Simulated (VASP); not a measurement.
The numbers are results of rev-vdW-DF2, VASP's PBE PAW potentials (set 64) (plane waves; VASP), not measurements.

The input files of a VASP run:

File POSCAR:
```
Ga
1
    2.2393990667    -3.8000028085     0.0000000000
    2.2393990667     3.8000028085     0.0000000000
    0.0000000000     0.0000000000     4.4855005389
Ga
4
Direct
  0.1554682378   0.8445317622   0.9188527356
  0.3445317622   0.6554682378   0.4188527356
  0.6554682378   0.3445317622   0.5811472644
  0.8445317622   0.1554682378   0.0811472644
```

KPOINTS:
```
Automatic
0
G
7 7 6
0 0 0
```

**INCAR**
```
# general
SYSTEM   = Ga
PREC     = Accurate
ENCUT    = 520   # plane-wave cut-off (eV)
LREAL    = F
LASPH    = T

# electronic loop
EDIFF    = 1E-6
NELM     = 100   # most electronic steps
ALGO     = Normal   # blocked Davidson
LMAXMIX  = 4   # l cut-off of mixed one-centre charges

# smearing
ISMEAR   = 1
SIGMA    = 0.1

# functional
GGA      = MK
LUSE_VDW = T
AGGAC    = 0.0
PARAM1   = 0.1234568
PARAM2   = 0.7114
ZAB_VDW  = -1.8867

# ions
IBRION   = 2   # conjugate gradients
NSW      = 60
ISIF     = 3
EDIFFG   = -0.02   # ionic stop

# output
LWAVE    = F
LCHARG   = F
```

POTCAR, in this order: Ga_d (PBE.64 set). Program: vasp_std.

Energy and stress use the plane-wave basis of the starting cell.

Problem. What does the run give for the energy per atom (σ→0), volume per atom, band gap (on the k-mesh)?

Solution. 
```yaml
energy per atom (σ→0): 0.102 eV/atom
band gap (on the k-mesh): none (metal, semimetal or under 0.01 eV)
volume_per_atom: 19.83 Å^3/atom
```

File OSZICAR:
```
...
       N       E                     dE             d eps       ncg     rms          rms(c)
DAV:   1     0.407431813945E+00   -0.99112E-03   -0.75458E-02  4724   0.193E+00    0.196E-01
DAV:   2     0.407983840354E+00    0.55203E-03   -0.37424E-03  4476   0.819E-01    0.108E-01
DAV:   3     0.408287344319E+00    0.30350E-03   -0.80358E-04  6063   0.280E-01    0.181E-02
DAV:   4     0.408275911732E+00   -0.11433E-04   -0.20039E-04  4108   0.136E-01    0.790E-03
DAV:   5     0.408277211658E+00    0.12999E-05   -0.10013E-05  4714   0.283E-02    0.311E-03
DAV:   6     0.408277265124E+00    0.53466E-07   -0.15023E-06  2514   0.149E-02
  12 F= 0.40827727E+00 E0= 0.40835725E+00  d E =-.145710E-03
```

The compound is Ga in the alpha structure. This run relaxes it. Symmetry was kept, so distortions that lower it aren't found. The start is the result of an earlier pass.
